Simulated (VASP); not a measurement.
Level of theory: r2SCAN+rVV10, VASP's PBE PAW potentials (set 64) (plane waves; VASP).

Input for VASP

**POSCAR**
```
Re
1.0
  1.3487404954  -2.3360869528   0.0000000000
  1.3487404954   2.3360869528   0.0000000000
  0.0000000000   0.0000000000   4.3708315864
Re
2
direct
  0.3333330000   0.6666670000   0.2500000000
  0.6666670000   0.3333330000   0.7500000000
```

**KPOINTS**
```
kpoints
0
Gamma
 15 15 8
```

### INCAR
```
SYSTEM = Re
PREC = Accurate; ENCUT = 520; LREAL = .FALSE.
LASPH = .TRUE.
EDIFF = 1E-7; NELM = 100; ALGO = Normal
LMAXMIX = 6; LMIXTAU = .TRUE.
ISMEAR = 1; SIGMA = 0.1
METAGGA = R2SCAN; LUSE_VDW = .TRUE.; BPARAM = 11.95
CPARAM = 0.0093
IBRION = 2; NSW = 30; ISIF = 4
EDIFFG = -0.01
LWAVE = .FALSE.; LCHARG = .FALSE.
```

POTCAR, in this order: Re (PBE.64 set). Program: vasp_std.

Unless said otherwise, spin-orbit coupling is left out, though it shifts the bands of the heavy elements here.

Task: Predict the energy per atom (σ→0), band gap (on the k-mesh).

Result: 
```json
{
  "energy per atom (σ→0)": "-52.274 eV/atom",
  "band gap (on the k-mesh)": "none (metal, semimetal or under 0.01 eV)"
}
```

OSZICAR:
```
...
DAV:   5    -0.104547751485E+03   -0.14228E-04   -0.44045E-06  5055   0.451E-02    0.174E-03
DAV:   6    -0.104547747913E+03    0.35716E-05   -0.25848E-07  2169   0.114E-02    0.112E-03
DAV:   7    -0.104547749510E+03   -0.15971E-05   -0.22881E-08  1890   0.700E-03    0.145E-03
DAV:   8    -0.104547750327E+03   -0.81635E-06   -0.28645E-08  1812   0.472E-03    0.374E-04
DAV:   9    -0.104547748109E+03    0.22179E-05   -0.35978E-08  1773   0.595E-03    0.522E-04
DAV:  10    -0.104547748450E+03   -0.34108E-06   -0.17775E-08  1713   0.658E-03    0.181E-04
DAV:  11    -0.104547748413E+03    0.37134E-07   -0.12858E-08  1674   0.417E-03
   3 F= -.10454775E+03 E0= -.10454788E+03  d E =-.549869E-04
```

The compound is Re in the hcp structure. This cell is one point of a volume scan, at 0.94 of the reference volume. Symmetry was kept, so distortions that lower it aren't found.
